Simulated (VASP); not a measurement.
Given:

```
CELL_PARAMETERS angstrom
      1.65750    -2.87087     0.00000
      1.65750     2.87087     0.00000
      0.00000     0.00000     5.31420
ATOMIC_POSITIONS crystal
  Zn 0.66667 0.33333 0.50000
  Zn 0.33333 0.66667 0.00000
  O  0.66667 0.33333 0.88200
  O  0.33333 0.66667 0.38200
```

Calculation: PBE GGA, VASP's PBE PAW potentials (set 64) (plane waves; VASP). Settings: 520 eV cut-off, 7×7×4 Γ-centred mesh, Gaussian smearing of 0.050 eV, potentials Zn O.

Task: Give the stress tensor in GPa (positive for a compressed cell).

Result: 
```
-2.42   0.00   0.00
 0.00  -2.42   0.00
 0.00   0.00  -2.08
```
The pressure is its mean diagonal, -2.30 GPa.

The compound is ZnO in the wurtzite structure. The cell was not relaxed at this level.
